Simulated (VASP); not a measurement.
These are HSE06 screened hybrid, VASP's PBE PAW potentials (set 64) (plane waves; VASP) values and carry that method's errors.

Input for VASP

KPOINTS:
```
Regular mesh
0
Gamma
4 4 2
```

INCAR:
```
SYSTEM=MgI2
PREC=Accurate; ENCUT=300; LREAL=.FALSE.
LASPH=.TRUE.; ISYM=3
EDIFF=1E-03; NELM=100; ALGO=Normal
LMAXMIX=4
ISMEAR=0; SIGMA=0.01
GGA=PE; LHFCALC=.TRUE.; AEXX=0.25
HFSCREEN=0.2; PRECFOCK=Fast
ISIF=2
LWAVE=.FALSE.; LCHARG=.FALSE.
```

POSCAR:
```
MgI2
1
    4.1956800000     0.0000000000     0.0000000000
   -2.0978400000     3.6335650000     0.0000000000
    0.0000000000     0.0000000000     7.1057300000
Mg I
1 2
Direct
  0.0000000000   0.0000000000   0.0000000000
  0.3333330000   0.6666670000   0.2340800000
  0.6666670000   0.3333330000   0.7659200000
```

POTCAR, in this order: Mg I (PBE.64 set). Program: vasp_std.

What VASP printed:

**OSZICAR**
```
       N       E                     dE             d eps       ncg     rms          rms(c)
DAV:   1    -0.239909625356E+04   -0.23991E+04   -0.43209E+03   192   0.658E+02
DAV:   2    -0.246937133489E+04   -0.70275E+02   -0.64037E+02   292   0.129E+02
DAV:   3    -0.247444246490E+04   -0.50711E+01   -0.50544E+01   244   0.437E+01
DAV:   4    -0.247455744664E+04   -0.11498E+00   -0.11496E+00   268   0.825E+00
DAV:   5    -0.937168770541E+01    0.24652E+04   -0.71917E+00   192   0.165E+01    0.630E+00
DAV:   6    -0.924652000049E+01    0.12517E+00   -0.67441E-01   208   0.487E+00    0.576E+00
DAV:   7    -0.922307183090E+01    0.23448E-01   -0.95995E-02   236   0.177E+00    0.408E+00
DAV:   8    -0.921491755097E+01    0.81543E-02   -0.98479E-03   236   0.633E-01    0.257E+00
DAV:   9    -0.921109986745E+01    0.38177E-02   -0.17040E-03   172   0.304E-01    0.153E+00
DAV:  10    -0.920964545342E+01    0.14544E-02   -0.85649E-04   148   0.226E-01    0.877E-01
DAV:  11    -0.920914016064E+01    0.50529E-03   -0.34035E-04   132   0.155E-01
   1 F= -.92091402E+01 E0= -.92091402E+01  d E =-.132402E-40
```

**OUTCAR**
```
------------------------ aborting loop because EDIFF is reached ----------------------------------------
  FORCE on cell =-STRESS in cart. coord.  units (eV):
  Direction    XX          YY          ZZ          XY          YZ          ZX
  --------------------------------------------------------------------------------------
  Total       -0.2790069     -0.2790068     -0.2340355      0.0000000      0.0000000      0.0000000
  in kB       -4.1264967     -4.1264956     -3.4613719      0.0000000      0.0000000      0.0000000
  external PRESSURE =      -3.9047881 kB  Pullay stress =       0.0000000 kB
  volume of cell :      108.33
      direct lattice vectors                 reciprocal lattice vectors
     4.195680000  0.000000000  0.000000000     0.238340388  0.137605905  0.000000000
    -2.097840000  3.633565000  0.000000000     0.000000000  0.275211810  0.000000000
     0.000000000  0.000000000  7.105730000     0.000000000  0.000000000  0.140731494
 POSITION                                       TOTAL-FORCE (eV/Angst)
 -----------------------------------------------------------------------------------
      0.00000      0.00000      0.00000        -0.000000      0.000000     -0.000000
     -0.00000      2.42238      1.66331        -0.000000      0.000000     -0.119392
      2.09784      1.21119      5.44242         0.000000      0.000000      0.119392
 -----------------------------------------------------------------------------------
    total drift:                               -0.000182     -0.000049      0.000100
  FREE ENERGIE OF THE ION-ELECTRON SYSTEM (eV)
  ---------------------------------------------------
  free  energy   TOTEN  =        -9.2091401606 eV

  energy  without entropy=       -9.2091401606  energy(sigma->0) =       -9.20914016

  exchange ACFDT corr.  =         0.00000000  see jH, gK, PRB 81, 115126
```
(Selected blocks of OUTCAR.)

The structure comes from a computed database's MgI2 entry; how it stands against other phases isn't given here. The cell was not relaxed at this level. The k-mesh is coarse (spacing up to 0.44 per Å, 2π included), so the numbers may not be converged in it. The run is one of a series of settings (EDIFF = 1E-03 against the base run), some of them coarse on purpose.
